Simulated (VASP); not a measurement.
Runs of VASP 6.6.1 on OMgSH2. The cell holds a molecule in a box, 5 atoms: a = 13.000 Å, b = 13.000 Å, c = 11.000 Å, α = 90.00°, β = 90.00°, γ = 90.00°. 

```tsv
task	level	cell	grid for exact exchange (PRECFOCK)	exchange at q = 0	gap on the mesh (eV)	largest force (eV/Å)
single point	BLYP+D4	as given	-	-	(b)	0.69
single point	B3LYP+D4	as given	Fast	default	5.31	0.23
single point	PBE	atoms moved at random, drawn with an rms of 0.05 Å	-	-	4.03	3.84
electron localisation function	PBE	as given	-	-	3.96	0.63
atomic charges	PBE+TS	as given	-	-	3.96	(a)
single point	PBE	as given	-	-	3.96	0.63
```

Alike in all rows: potentials or basis VASP PAW PBE potentials, release 64 (O, Mg, S, H); no spin polarisation; k mesh 1 × 1 × 1; cutoff (eV) 520; smearing gaussian 0.01 eV.

Q: Fill in the values left out.

A: (a) 0.64; (b) 3.81.

Caveats: the PAW data sets were made with another functional, which shifts forces and pressure a little (some runs).

